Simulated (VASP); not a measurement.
Level of theory: vdW-DF2, VASP's PBE PAW potentials (set 64) (plane waves; VASP).

VASP input:

### POSCAR
```
NiO
1
    4.3279141246     2.1604287163     2.1604287163
    2.1604287163     4.3279141246     2.1604287163
    2.1604287163     2.1604287163     4.3279141246
Ni O
2 2
Direct
  0.0000000000   0.0000000000   0.0000000000
  0.5000000000   0.5000000000   0.5000000000
  0.2500000000   0.2500000000   0.2500000000
  0.7500000000   0.7500000000   0.7500000000
```

### INCAR
```
LASPH=.TRUE.
IBRION=2
LREAL=.FALSE.   # projection in real space or not
ISIF=4   # ions and shape, fixed volume
PREC=Accurate
ISPIN=2
ALGO=Normal   # blocked Davidson
LORBIT=10
EDIFF=1E-7   # SCF stop (eV)
ENCUT=520
AGGAC=0.0
MAGMOM=1.4 -1.4 0.0 0.0
ISMEAR=0   # Gaussian
SYSTEM=NiO
LUSE_VDW=.TRUE.
SIGMA=0.05
EDIFFG=-0.01
GGA=ML
NELM=100   # most electronic steps
LCHARG=.FALSE.
LWAVE=.FALSE.
LMAXMIX=4   # l cut-off of mixed one-centre charges
ZAB_VDW=-1.8867
NSW=30   # most ionic steps
```

### KPOINTS
```
kpoints
0
gamma
9 9 9
0 0 0
```

POTCAR, in this order: Ni O (PBE.64 set). Program: vasp_std.

What VASP printed:

**OUTCAR**
```
 ion  position               nearest neighbor table
   1  0.000  0.000  0.000-   4 2.17   4 2.17   3 2.17   3 2.17   4 2.17   3 2.17   2 3.06   2 3.06
                             2 3.06   2 3.06   2 3.06   2 3.06
   2  0.500  0.500  0.500-   3 2.17   3 2.17   4 2.17   4 2.17   3 2.17   4 2.17   1 3.06   1 3.06
                             1 3.06   1 3.06   1 3.06   1 3.06
   3  0.250  0.250  0.250-   1 2.17   1 2.17   2 2.17   2 2.17   1 2.17   2 2.17
   4  0.750  0.750  0.750-   2 2.17   2 2.17   1 2.17   1 2.17   2 2.17   1 2.17
  LATTYP: Found a trigonal (rhomboedric) cell.
 ALAT       =     5.2977113121
 COS(alpha) =     0.8326075801
 Subroutine PRICEL returns following result:
  LATTYP: Found a trigonal (rhomboedric) cell.
 ALAT       =     3.0602994599
 COS(alpha) =     0.4983688311
 Subroutine GETGRP returns: Found 12 space group operations
The static configuration has the point symmetry D_3d.
The dynamic configuration has the point symmetry D_3d.
The overall configuration has the point symmetry D_3d.
 Subroutine INISYM returns: Found 12 space group operations
 Subroutine IBZKPT returns following result:
 Found     85 irreducible k-points:

 Following reciprocal coordinates:
            Coordinates               Weight
  0.000000  0.000000  0.000000      1.000000
...
```

OSZICAR:
```
       N       E                     dE             d eps       ncg     rms          rms(c)
DAV:   1     0.273782388672E+03    0.27378E+03   -0.15790E+04  6832   0.205E+03
DAV:   2     0.149222449736E+02   -0.25886E+03   -0.24176E+03  7044   0.405E+02
DAV:   3    -0.183049649189E+02   -0.33227E+02   -0.31607E+02  7908   0.163E+02
DAV:   4    -0.194351389965E+02   -0.11302E+01   -0.11222E+01  7656   0.322E+01
DAV:   5    -0.194680725928E+02   -0.32934E-01   -0.32911E-01  8108   0.516E+00    0.204E+01
DAV:   6    -0.166092521103E+02    0.28588E+01   -0.59999E+01 10116   0.115E+02    0.250E+01
DAV:   7    -0.139081635099E+02    0.27011E+01   -0.11565E+01  9484   0.103E+02    0.803E+00
DAV:   8    -0.142108871393E+02   -0.30272E+00   -0.28044E+00  7616   0.175E+01    0.521E+00
DAV:   9    -0.141931853532E+02    0.17702E-01   -0.70514E-01 11556   0.196E+01    0.308E+00
DAV:  10    -0.141846322709E+02    0.85531E-02   -0.17777E-01  9204   0.903E+00    0.140E+00
DAV:  11    -0.141718507160E+02    0.12782E-01   -0.10675E-01 11144   0.653E+00    0.177E-01
DAV:  12    -0.141732089105E+02   -0.13582E-02   -0.14628E-02  6948   0.126E+00    0.149E-01
DAV:  13    -0.141731695530E+02    0.39357E-04   -0.14936E-03  8336   0.319E-01    0.779E-02
DAV:  14    -0.141732741337E+02   -0.10458E-03   -0.41702E-04  7308   0.495E-01    0.533E-02
DAV:  15    -0.141732644536E+02    0.96800E-05   -0.65156E-05  7008   0.109E-01    0.250E-02
DAV:  16    -0.141732483880E+02    0.16066E-04   -0.40498E-05  9088   0.100E-01    0.363E-03
DAV:  17    -0.141732492023E+02   -0.81427E-06   -0.16648E-06  8060   0.157E-02    0.121E-03
DAV:  18    -0.141732490937E+02    0.10853E-06   -0.21363E-07  4780   0.564E-03    0.131E-03
DAV:  19    -0.141732488613E+02    0.23247E-06   -0.74511E-08  3704   0.478E-03    0.706E-04
DAV:  20    -0.141732486012E+02    0.26009E-06   -0.32798E-08  3488   0.231E-03    0.329E-04
DAV:  21    -0.141732486211E+02   -0.19955E-07   -0.93377E-09  3444   0.101E-03
   1 F= -.14173249E+02 E0= -.14173249E+02  d E =-.141732E+02  mag=     0.0000
```

**OUTCAR**
```
------------------------ aborting loop because EDIFF is reached ----------------------------------------
  FORCE on cell =-STRESS in cart. coord.  units (eV):
  Direction    XX          YY          ZZ          XY          YZ          ZX
  --------------------------------------------------------------------------------------
  Total       -1.1035370     -1.1035370     -1.1035370     -0.0034838     -0.0034838     -0.0034838
  in kB      -43.5141693    -43.5141693    -43.5141693     -0.1373725     -0.1373725     -0.1373725
  external PRESSURE =     -43.5141693 kB  Pullay stress =       0.0000000 kB
  volume of cell :       40.63
      direct lattice vectors                 reciprocal lattice vectors
     4.327914125  2.160428716  2.160428716     0.346117200 -0.115246921 -0.115246921
     2.160428716  4.327914125  2.160428716    -0.115246921  0.346117200 -0.115246921
     2.160428716  2.160428716  4.327914125    -0.115246921 -0.115246921  0.346117200
 POSITION                                       TOTAL-FORCE (eV/Angst)
 -----------------------------------------------------------------------------------
      0.00000      0.00000      0.00000         0.000000      0.000000      0.000000
      4.32439      4.32439      4.32439         0.000000     -0.000000     -0.000000
      2.16219      2.16219      2.16219        -0.000000      0.000000      0.000000
      6.48658      6.48658      6.48658         0.000000     -0.000000      0.000000
 -----------------------------------------------------------------------------------
    total drift:                                0.000000     -0.000000     -0.000000
  FREE ENERGIE OF THE ION-ELECTRON SYSTEM (eV)
  ---------------------------------------------------
  free  energy   TOTEN  =       -14.1732486211 eV

  energy  without entropy=      -14.1732486211  energy(sigma->0) =      -14.17324862

 total charge

# of ion       s       p       d       tot
------------------------------------------
    1        0.299   0.320   8.234   8.853
    2        0.299   0.320   8.234   8.853
    3        1.560   3.394   0.000   4.954
    4        1.560   3.394   0.000   4.954
--------------------------------------------------
tot          3.719   7.428  16.467  27.614

 magnetization (x)

# of ion       s       p       d       tot
------------------------------------------
    1       -0.007  -0.009   1.406   1.389
    2        0.007   0.009  -1.406  -1.389
    3        0.000   0.000   0.000   0.000
    4        0.000   0.000   0.000   0.000
--------------------------------------------------
tot          0.000   0.000   0.000   0.000

 reached required accuracy - stopping structural energy minimisation
```
(Selected blocks of OUTCAR.)

**OUTCAR**
```
 val. band max:        5.6914180440   @ k =   0.4444   0.4444   0.3333

 cond. band min:       6.6877309595   @ k =   0.4444   0.2222   0.2222


 Fermi energy:         5.9792180310

 spin component 1

 k-point     1 :       0.0000    0.0000    0.0000
  band No.  band energies     occupation
      1     -12.7625      1.00000
      2     -11.6825      1.00000
      3      -0.5885      1.00000
      4       1.5688      1.00000
      5       1.5688      1.00000
      6       3.9619      1.00000
      7       3.9619      1.00000
      8       3.9804      1.00000
      9       4.0544      1.00000
     10       4.0544      1.00000
     11       4.1437      1.00000
     12       4.4173      1.00000
     13       4.4176      1.00000
     14       5.1224      1.00000
     15       5.1228      1.00000
     16       5.3190      1.00000
     17       7.6668      0.00000
     18       7.6676      0.00000
     19       7.7331      0.00000
     20      12.2843      0.00000

 k-point     2 :       0.1111    0.0000   -0.0000
  band No.  band energies     occupation
      1     -12.6609      1.00000
      2     -11.6647      1.00000
      3      -0.3949      1.00000
      4       1.5280      1.00000
      5       1.6002      1.00000
      6       2.8908      1.00000
      7       3.4579      1.00000
      8       3.4618      1.00000
      9       4.1003      1.00000
     10       4.3840      1.00000
     11       4.3887      1.00000
     12       4.5326      1.00000
     13       4.8330      1.00000
     14       5.1869      1.00000
     15       5.2497      1.00000
     16       5.3300      1.00000
     17       7.3346      0.00000
     18       7.6062      0.00000
     19       8.5205      0.00000
     20      12.9144      0.00000

 k-point     3 :       0.2222    0.0000    0.0000
  band No.  band energies     occupation
      1     -12.3903      1.00000
      2     -11.6194      1.00000
      3       0.1015      1.00000
...
```

The compound is NiO in the rock salt, AFM-II order structure. This cell is one point of a volume scan, at 1.03 of the reference volume.
